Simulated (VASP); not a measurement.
Input for VASP

### POSCAR
```
TiN
1
    0.0000000000     2.1624000000     2.1624000000
    2.1624000000     0.0000000000     2.1624000000
    2.1624000000     2.1624000000     0.0000000000
Ti N
1 1
Direct
  0.0000000000   0.0000000000   0.0000000000
  0.5000000000   0.5000000000   0.5000000000
```

File KPOINTS:
```
Automatic mesh
0
Gamma
11 11 11
0 0 0
```

INCAR:
```
SYSTEM = TiN
PREC = Accurate
ENCUT = 520
EDIFF = 1E-6
NELM = 100
ALGO = Normal
LREAL = .FALSE.
LASPH = .TRUE.
ISMEAR = 1
SIGMA = 0.1
GGA = PE
LMAXMIX = 4
LWAVE = .FALSE.
LCHARG = .FALSE.
ISIF = 2
IBRION = 0
NSW = 3
TEBEG = 300
```

POTCAR, in this order: Ti_sv N (PBE.64 set). Program: vasp_std.

Output of the run:

### standard output
```
 POSCAR found type information on POSCAR TiN
 POSCAR found :  2 types and       2 ions
 Reading from existing POTCAR

 -----------------------------------------------------------------------------
|                                                                             |
|     EEEEEEE  RRRRRR   RRRRRR   OOOOOOO  RRRRRR      ###     ###     ###     |
|     E        R     R  R     R  O     O  R     R     ###     ###     ###     |
|     E        R     R  R     R  O     O  R     R     ###     ###     ###     |
|     EEEEE    RRRRRR   RRRRRR   O     O  RRRRRR       #       #       #      |
|     E        R   R    R   R    O     O  R   R                               |
|     E        R    R   R    R   O     O  R    R      ###     ###     ###     |
|     EEEEEEE  R     R  R     R  OOOOOOO  R     R     ###     ###     ###     |
|                                                                             |
|     Fatal error! IBRION=0, but no entry for POTIM on file INCAR. MUST       |
|     be specified!                                                           |
|                                                                             |
|       ---->  I REFUSE TO CONTINUE WITH THIS SICK JOB ... BYE!!! <----       |
|                                                                             |
 -----------------------------------------------------------------------------
```

Read the log: what went wrong, and how is it fixed?

The cause: molecular dynamics (IBRION = 0) was asked for without POTIM. VASP stops with an error: Fatal error! IBRION=0, but no entry for POTIM on file INCAR. MUST be specified! ----> I REFUSE TO CONTINUE WITH THIS SICK JOB ... BYE!!! <---- To mend it, set POTIM to the time step in fs (1 to 2 fs suits most solids). The plain static run on this cell (PBE GGA, plane waves, VASP's PBE PAW potentials (set 64)) converges, and its OSZICAR ends with
```
   1 F= -.19585662E+02 E0= -.19585150E+02  d E =-.153476E-02
```

The compound is TiN in the rock salt structure. The cell was not relaxed at this level.
